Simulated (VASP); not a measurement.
## Mo (relaxed from the diamond structure, space group Fd-3m): computed properties

The numbers are results of r2SCAN meta-GGA, VASP's PBE PAW potentials (set 64) (plane waves; VASP), not measurements.

```yaml
space_group: Fd-3m (227)
cell: a = b = c = 5.652 Å, α = β = γ = 90.00°
volume_per_atom: 22.57 Å³/atom
band gap (over mesh and band path): none (metal, semimetal or under 0.01 eV)
density: 7.06 g/cm³
```

```
Mo
1.0
    0.00000     2.82583     2.82583
    2.82583     0.00000     2.82583
    2.82583     2.82583     0.00000
Mo
2
Cartesian
  4.23874   4.23874   4.23874
  2.82583   2.82583   2.82583
```

The structure was generated: Mo was put into the diamond type (Fd-3m), which need not be its known phase. It was relaxed first. Symmetry was kept, so distortions that lower it aren't found.
